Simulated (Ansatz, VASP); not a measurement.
InC2: VASP beside Ansatz

```
CELL_PARAMETERS angstrom
4.14477 0.00000 0.00000
-2.07239 3.58948 0.00000
0.00000 0.00000 8.88966
ATOMIC_POSITIONS crystal
In 0.37788 0.00000 0.66667
In 0.00000 0.37788 0.33333
In 0.62212 0.62212 0.00000
C 0.36353 0.16666 0.19355
C 0.83334 0.19687 0.86022
C 0.80313 0.63647 0.52689
C 0.16666 0.36353 0.80645
C 0.19687 0.83334 0.13978
C 0.63647 0.80313 0.47311
```

Alike in both runs: functional PBE; k mesh 6 × 6 × 4; occupations gaussian, width 0.1 eV; no spin polarisation.

Ansatz relaxed the structure, and its values are those at the end. VASP's run is a single point on that final structure, the one shown.

|  | VASP | Ansatz |
| --- | --- | --- |
| version | VASP 6.6.1 | Ansatz 0.2.0 |
| potentials or method | VASP PAW PBE potentials, release 64 (In_d, C) | scalar-relativistic, plane waves, PAW |
| plane-wave cutoff (eV) | 520 | 420 |
| valence electrons in the cell | 63 | 63 |

```tsv
	VASP	Ansatz	Ansatz less VASP
gap on the k mesh at the Fermi level (eV)	none	none	-
pressure (GPa)	0.2	0.1	-0.18
rms of the force components (eV/Å)	0.041	0.001	-0.0400
```

A gap of «none» marks a metal or a gap that the smearing closes.
